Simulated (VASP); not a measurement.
OSZICAR of a VASP run on CsPbCl$_{3}$ (space group R32):

OSZICAR:
```
       N       E                     dE             d eps       ncg     rms          rms(c)
DAV:   1    -0.209129947783E+02   -0.20913E+02   -0.80156E-01   714   0.749E+00    0.145E+00
DAV:   2    -0.209209969565E+02   -0.80022E-02   -0.54317E-02   772   0.125E+00    0.836E-01
DAV:   3    -0.209188007673E+02    0.21962E-02   -0.39005E-03   934   0.494E-01    0.493E-01
DAV:   4    -0.209182214680E+02    0.57930E-03   -0.10717E-03   824   0.241E-01    0.301E-01
DAV:   5    -0.209181021064E+02    0.11936E-03   -0.22392E-04   970   0.115E-01    0.180E-01
DAV:   6    -0.209180588343E+02    0.43272E-04   -0.34546E-05   860   0.527E-02    0.104E-01
DAV:   7    -0.209180458075E+02    0.13027E-04   -0.12767E-05   880   0.302E-02    0.590E-02
DAV:   8    -0.209180428451E+02    0.29624E-05   -0.43455E-06   844   0.176E-02    0.337E-02
DAV:   9    -0.209180427076E+02    0.13744E-06   -0.13422E-06   614   0.107E-02
   1 F= -.20918043E+02 E0= -.20918043E+02  d E =-.636919E-17
       N       E                     dE             ncg
       N       E                     dE             ncg
       N       E                     dE             ncg
```

Problem. Which electronic solver shows in the log?

Solution. It is blocked Davidson (ALGO = Normal, or the opening steps of other solvers). The INCAR had ALGO = Normal.

Problem. Can the final energy be trusted as converged?

Solution. The calculation finished and met its thresholds. It stopped with EDIFF = 1E-6, NELM = 60 (HSE06 screened hybrid, plane waves, VASP's PBE PAW potentials (set 64)).

The structure comes from a computed database's CsPbCl3 entry (R32); how it stands against other phases isn't given here. It was relaxed first. The cell's shape comes from a PBE relaxation.
